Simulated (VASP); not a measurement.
Calculation: PBE GGA + U (Dudarev), VASP's PBE PAW potentials (set 64) (plane waves; VASP).

VASP ran on this input.

File POSCAR:
```
PW
1
    1.9171090000    -5.0660280000     0.0000000000
    1.9171090000     5.0660280000     0.0000000000
    0.0000000000     0.0000000000     3.7780850000
P W
2 2
Direct
  0.5640000000   0.4360000000   0.2500000000
  0.4360000000   0.5640000000   0.7500000000
  0.8547500000   0.1452500000   0.2500000000
  0.1452500000   0.8547500000   0.7500000000
```

KPOINTS:
```
K-points
0
gamma
6 6 5
0 0 0
```

### INCAR
```
SYSTEM = PW
PREC = Accurate; ENCUT = 400; LREAL = .False.
LASPH = .True.
EDIFF = 1E-6; NELM = 100; ALGO = Normal
LMAXMIX = 6
ISMEAR = 0; SIGMA = 0.05
GGA = PE
LDAUL = -1 2
LDAUU = 0 4.0
LDAUJ = 0 0
LDAU = .True.; LDAUTYPE = 2; LDAUPRINT = 1
ISIF = 2
LWAVE = .False.; LCHARG = .False.; LORBIT = 10
```

POTCAR, in this order: P W_sv (PBE.64 set). Program: vasp_std.

The run wrote:

### OSZICAR
```
       N       E                     dE             d eps       ncg     rms          rms(c)
DAV:   1     0.327091958208E+03    0.32709E+03   -0.19411E+04  2042   0.141E+03
DAV:   2    -0.860611544919E+01   -0.33570E+03   -0.33147E+03  1999   0.421E+02
DAV:   3    -0.258142882423E+02   -0.17208E+02   -0.16845E+02  2463   0.817E+01
DAV:   4    -0.263493195753E+02   -0.53503E+00   -0.51279E+00  2253   0.124E+01
DAV:   5    -0.263656394099E+02   -0.16320E-01   -0.16293E-01  2480   0.197E+00    0.189E+01
DAV:   6    -0.231799575420E+02    0.31857E+01   -0.32145E+01  2334   0.270E+01    0.567E+00
DAV:   7    -0.228700757898E+02    0.30988E+00   -0.26886E+00  2255   0.739E+00    0.350E+00
DAV:   8    -0.228455496266E+02    0.24526E-01   -0.26911E-01  2294   0.264E+00    0.659E-01
DAV:   9    -0.228460113238E+02   -0.46170E-03   -0.38027E-02  2573   0.874E-01    0.341E-01
DAV:  10    -0.228494903421E+02   -0.34790E-02   -0.89369E-03  2454   0.521E-01    0.173E-01
DAV:  11    -0.228516304844E+02   -0.21401E-02   -0.83341E-03  2563   0.317E-01    0.801E-02
DAV:  12    -0.228518361330E+02   -0.20565E-03   -0.10822E-03  2434   0.119E-01    0.412E-02
DAV:  13    -0.228519550141E+02   -0.11888E-03   -0.63106E-04  2537   0.871E-02    0.191E-02
DAV:  14    -0.228519748777E+02   -0.19864E-04   -0.13327E-04  2455   0.447E-02    0.101E-02
DAV:  15    -0.228519773513E+02   -0.24736E-05   -0.37574E-05  2010   0.211E-02    0.514E-03
DAV:  16    -0.228519792927E+02   -0.19414E-05   -0.12946E-05  2119   0.147E-02    0.294E-03
DAV:  17    -0.228519794774E+02   -0.18469E-06   -0.13095E-06  1254   0.658E-03
   1 F= -.22851979E+02 E0= -.22849697E+02  d E =-.456505E-02
```

### OUTCAR
```
------------------------ aborting loop because EDIFF is reached ----------------------------------------
  FORCE on cell =-STRESS in cart. coord.  units (eV):
  Direction    XX          YY          ZZ          XY          YZ          ZX
  --------------------------------------------------------------------------------------
  Total      -15.4593726    -12.6083197     -7.6183482      0.0000000      0.0000000      0.0000000
  in kB     -337.5097587   -275.2654370   -166.3241402      0.0000000      0.0000000      0.0000000
  external PRESSURE =    -259.6997786 kB  Pullay stress =       0.0000000 kB
  volume of cell :       73.39
      direct lattice vectors                 reciprocal lattice vectors
     1.917109000 -5.066028000  0.000000000     0.260809375 -0.098696651  0.000000000
     1.917109000  5.066028000  0.000000000     0.260809375  0.098696651  0.000000000
     0.000000000  0.000000000  3.778085000     0.000000000  0.000000000  0.264684357
 POSITION                                       TOTAL-FORCE (eV/Angst)
 -----------------------------------------------------------------------------------
      1.91711     -0.64845      0.94452         0.000000     -2.639190     -0.000000
      1.91711      0.64845      2.83356         0.000000      2.639190     -0.000000
      1.91711     -3.59435      0.94452         0.000000     -0.201035     -0.000000
      1.91711      3.59435      2.83356         0.000000      0.201035      0.000000
 -----------------------------------------------------------------------------------
    total drift:                                0.000000     -0.000000     -0.000000
  FREE ENERGIE OF THE ION-ELECTRON SYSTEM (eV)
  ---------------------------------------------------
  free  energy   TOTEN  =       -22.8519794774 eV

  energy  without entropy=      -22.8474144308  energy(sigma->0) =      -22.84969695

 total charge

# of ion       s       p       d       tot
------------------------------------------
    1        1.077   1.285   0.000   2.361
    2        1.077   1.285   0.000   2.361
    3        2.306   6.117   3.080  11.503
    4        2.306   6.117   3.080  11.503
--------------------------------------------------
tot          6.765  14.804   6.160  27.729
```
(Selected blocks of OUTCAR.)

File OUTCAR:
```
 val. band max:        8.9309295041   @ k =  -0.1667   0.1667   0.2000

 cond. band min:       8.9473364352   @ k =   0.0000   0.0000   0.0000


 Fermi energy:         8.9421174286

 k-point     1 :       0.0000    0.0000    0.0000
  band No.  band energies     occupation
      1     -66.7411      2.00000
      2     -66.7346      2.00000
      3     -30.8973      2.00000
      4     -30.8952      2.00000
      5     -30.8625      2.00000
      6     -30.8429      2.00000
      7     -30.7070      2.00000
      8     -30.6064      2.00000
      9      -6.0086      2.00000
     10      -0.4802      2.00000
     11       3.1092      2.00000
     12       3.2460      2.00000
     13       3.8410      2.00000
     14       4.8108      2.00000
     15       6.8098      2.00000
     16       7.6282      2.00000
     17       7.8992      2.00000
     18       8.1359      2.00000
     19       8.3925      2.00000
     20       8.5993      2.00000
     21       8.9473      0.88265
     22       8.9612      0.58912
     23       9.5893      0.00000

 k-point     2 :       0.1667   -0.0000    0.0000
  band No.  band energies     occupation
      1     -66.7405      2.00000
      2     -66.7349      2.00000
      3     -30.9000      2.00000
      4     -30.8935      2.00000
      5     -30.8721      2.00000
      6     -30.8457      2.00000
      7     -30.7001      2.00000
      8     -30.6101      2.00000
      9      -5.8361      2.00000
     10      -0.3298      2.00000
     11       2.3100      2.00000
     12       3.0467      2.00000
     13       4.3376      2.00000
     14       5.0803      2.00000
     15       6.2919      2.00000
     16       7.2285      2.00000
     17       7.3641      2.00000
     18       7.4193      2.00000
     19       8.5298      2.00000
     20       8.7294      2.00000
     21       9.4656      0.00000
     22       9.8289      0.00000
     23       9.8915      0.00000

 k-point     3 :       0.3333    0.0000    0.0000
...
```

Unless said otherwise, spin-orbit coupling is left out, though it shifts the bands of the heavy elements here.

The structure was generated: PW was put into the CrB type (Cmcm), which need not be its known phase. The cell was not relaxed at this level. The k-mesh is coarse (spacing up to 0.33 per Å, 2π included), so the numbers may not be converged in it. The run is one of a series of settings (LDAU = .TRUE., LDAUJ = 0 0, LDAUL = -1 2, LDAUTYPE = 2, LDAUU = 0 4.0 against the base run), some of them coarse on purpose.
